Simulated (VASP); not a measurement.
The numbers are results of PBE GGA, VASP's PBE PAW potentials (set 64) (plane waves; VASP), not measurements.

Input for VASP

File KPOINTS:
```
kpoints
0
gamma
  13 13 11
0 0 0
```

POSCAR:
```
WC
1.0
  1.4841000000  -2.5705370000   0.0000000000
  1.4841000000   2.5705370000   0.0000000000
  0.0000000000   0.0000000000   2.8968000000
W C
1 1
direct
  0.0000000000   0.0000000000   0.0000000000
  0.3333330000   0.6666670000   0.5000000000
```

INCAR:
```
SYSTEM = WC
PREC = Accurate
ENCUT = 520
EDIFF = 1E-6
NELM = 100
ALGO = Normal
LREAL = .FALSE.
LASPH = .TRUE.
ISMEAR = 1
SIGMA = 0.1
GGA = PE
LMAXMIX = 6
LWAVE = .FALSE.
LCHARG = .FALSE.
ISIF = 2
```

POTCAR, in this order: W_sv C_s (PBE.64 set). Program: vasp_std.

Unless said otherwise, spin-orbit coupling is left out, though it shifts the bands of the heavy elements here.

### Question
What does the run give for the energy per atom (σ→0), pressure, band gap (on the k-mesh)?

### Answer

```
Quantity                                                     Value
------------------------  ----------------------------------------
energy per atom (σ→0)                              -11.200 eV/atom
band gap (on the k-mesh)  none (metal, semimetal or under 0.01 eV)
pressure                                                -16.27 GPa
```

**OSZICAR**
```
...
DAV:   6    -0.225329515238E+02    0.29840E+01   -0.10292E+01  4837   0.436E+01    0.974E+00
DAV:   7    -0.224298243565E+02    0.10313E+00   -0.48198E-01  4393   0.816E+00    0.645E+00
DAV:   8    -0.224008793422E+02    0.28945E-01   -0.74498E-02  4822   0.333E+00    0.861E-01
DAV:   9    -0.224001698346E+02    0.70951E-03   -0.27537E-03  4804   0.682E-01    0.151E-01
DAV:  10    -0.224000971739E+02    0.72661E-04   -0.31043E-04  3541   0.245E-01    0.521E-02
DAV:  11    -0.224000988422E+02   -0.16683E-05   -0.20460E-05  4742   0.643E-02    0.856E-03
DAV:  12    -0.224000980059E+02    0.83625E-06   -0.40413E-06  3806   0.267E-02
   1 F= -.22400098E+02 E0= -.22399973E+02  d E =-.376082E-03
```

The compound is WC in the wc structure. The cell was not relaxed at this level. The run is one of a series of settings (POTCAR W_sv C_s (PBE.64 set) against the base run), some of them coarse on purpose.
